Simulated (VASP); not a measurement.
Input:

```xyz
8
Lattice="0.0008 5.4346 5.4288 5.4346 0.0008 5.4288 2.7177 2.7177 0.0000" Properties=species:S:1:pos:R:3 pbc="T T T"
Be     5.4355     5.4355    10.8505
Be     2.8314     5.3219     8.0456
Be     5.3219     2.8314     8.0456
Be     5.4355     5.4355     5.6192
Te     1.3589     1.3589     1.3659
Te     4.0738     1.3617     4.0685
Te     1.3617     4.0738     4.0685
S      4.0766     4.0766     6.7951
```

All values below come from PBEsol GGA, VASP's PBE PAW potentials (set 64) (plane waves; VASP). Settings: 400 eV cut-off, Gaussian smearing of 0.050 eV, potentials Be Te S.

Unless said otherwise, spin-orbit coupling is left out, though it shifts the bands of the heavy elements here.

Problem. What does the run give for the band gap (along the path) with the smallest direct gap where there is one?

Solution. 
The band gap (along the path) is 1.36 eV and the smallest direct gap (along the path) is 1.36 eV.

Only differences to runs with the same potentials and settings are physical.

The structure was generated: Be4STe3 was put into an ordered model structure (Amm2), which need not be its known phase. It was relaxed first.
